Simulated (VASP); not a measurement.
Input for VASP

**POSCAR**
```
CuI
1
    0.0000000000     2.9664852472     2.9664852472
    2.9664852472     0.0000000000     2.9664852472
    2.9664852472     2.9664852472     0.0000000000
Cu I
1 1
Direct
  0.0000000000   0.0000000000   0.0000000000
  0.2500000000   0.2500000000   0.2500000000
```

**INCAR**
```
# general
SYSTEM   =  CuI
PREC     =  Accurate
ENCUT    =  520
LREAL    =  .FALSE.
LASPH    =  .TRUE.

# electronic loop
EDIFF    =  1E-7
NELM     =  100
ALGO     =  Normal
LMAXMIX  =  4

# smearing
ISMEAR   =  0
SIGMA    =  0.05

# functional
GGA      =  PE
IVDW     =  11

# ions
ISIF     =  2

# output
LWAVE    =  .FALSE.
LCHARG   =  .FALSE.
```

File KPOINTS:
```
Automatic mesh
0
Gamma
8 8 8
0 0 0
```

POTCAR, in this order: Cu I (PBE.64 set). Program: vasp_std.

Question: Write an equivalent input for Quantum ESPRESSO's pw.x.

Answer: One equivalent input (not run):
```
&CONTROL
  calculation = 'scf'
  pseudo_dir = './pseudo'
  outdir = './out'
  tprnfor = .true.
  tstress = .true.
/
&SYSTEM
  ibrav = 0
  nat = 2
  ntyp = 2
  ecutwfc = 92
  occupations = 'smearing'
  smearing = 'gaussian'
  degauss = 0.003675
  input_dft = 'pbe'
  vdw_corr = 'grimme-d3'
  dftd3_version = 3
  dftd3_threebody = .false.
/
&ELECTRONS
  conv_thr = 7.3e-09
  electron_maxstep = 100
/
ATOMIC_SPECIES
  Cu 63.546 Cu.upf
  I 126.904 I.upf
CELL_PARAMETERS angstrom
     0.0000000    2.9664852    2.9664852
     2.9664852    0.0000000    2.9664852
     2.9664852    2.9664852    0.0000000
ATOMIC_POSITIONS crystal
  Cu   0.0000000  0.0000000  0.0000000
  I    0.2500000  0.2500000  0.2500000
K_POINTS automatic
  8 8 8 0 0 0
```
What does not carry over: the potentials are each code's own (VASP's PAW set, PseudoDojo norm-conserving files in pw.x), so ENCUT and ecutwfc are chosen apart and not converted; conv_thr bounds pw.x's estimated SCF error, while EDIFF bounds the energy change between steps.

The compound is CuI in the zinc blende structure. This cell is one point of a volume scan, at 0.97 of the reference volume.
